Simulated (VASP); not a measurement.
Input of a VASP 6.6.1 run:

Contents of INCAR:

```
SYSTEM = In11NiAs12
ALGO = Normal ; EDIFF = 1E-5
ENCUT = 350 ; GGA = PS
ISIF = 2 ; ISMEAR = 0
ISPIN = 2 ; KPAR = 2
LASPH = .True. ; LCHARG = .False.
LDAU = .True. ; LDAUJ = 0 0 0
LDAUL = 2 -1 -1 ; LDAUPRINT = 1
LDAUTYPE = 2 ; LDAUU = 5 0 0
LMAXMIX = 4 ; LORBIT = 11
LREAL = Auto ; LWAVE = .False.
MAGMOM = 1 0 0 0 0 0 0 0 0 0 0 0 0 0 0 0 0 0 0 0 0 0 0 0 ; NBANDS = 128
NELM = 120 ; PREC = Accurate
SIGMA = 0.03
```

File KPOINTS:

```
k-points
0
Gamma
  2 2 2
  0 0 0
```

POSCAR

```
In11NiAs12
1.0
    0.0000000000      9.0870000000      9.0870000000
    6.0580000000      0.0000000000      6.0580000000
    6.0580000000      6.0580000000      0.0000000000
Ni In As
1 11 12
Direct
    0.0000000000      0.0000000000      0.0000000000
    0.0000000000      0.0000000000      0.5000000000
    0.0000000000      0.5000000000      0.0000000000
    0.0000000000      0.5000000000      0.5000000000
    0.3333330000      0.0000000000      0.0000000000
    0.3333330000      0.0000000000      0.5000000000
    0.3333330000      0.5000000000      0.0000000000
    0.3333330000      0.5000000000      0.5000000000
    0.6666670000      0.0000000000      0.0000000000
    0.6666670000      0.0000000000      0.5000000000
    0.6666670000      0.5000000000      0.0000000000
    0.6666670000      0.5000000000      0.5000000000
    0.0833333333      0.1250000000      0.1250000000
    0.0833333333      0.1250000000      0.6250000000
    0.0833333333      0.6250000000      0.1250000000
    0.0833333333      0.6250000000      0.6250000000
    0.4166663333      0.1250000000      0.1250000000
    0.4166663333      0.1250000000      0.6250000000
    0.4166663333      0.6250000000      0.1250000000
    0.4166663333      0.6250000000      0.6250000000
    0.7500003333      0.1250000000      0.1250000000
    0.7500003333      0.1250000000      0.6250000000
    0.7500003333      0.6250000000      0.1250000000
    0.7500003333      0.6250000000      0.6250000000
```

Potentials or basis: VASP PAW PBE potentials, release 64 (Ni, In_d, As).

The run is started by

```sh
$ cat potpaw_PBE.64/Ni/POTCAR potpaw_PBE.64/In_d/POTCAR potpaw_PBE.64/As/POTCAR > POTCAR
$ mpirun -np 4 vasp_std > vasp.out
```

(1) Estimate the band gap on the k mesh.

(2) What does it give for the site moments?

Results:

(1) none (metal or under the smearing width).

(2) Ni +1.18; In +0.01, +0.00; As +0.07, -0.01, +0.01, +0.00 μB.

Caveat: the k mesh is coarse (spacing up to 0.45 Å⁻¹), so the values aren't converged; the U is typed as a test and isn't derived for this compound.
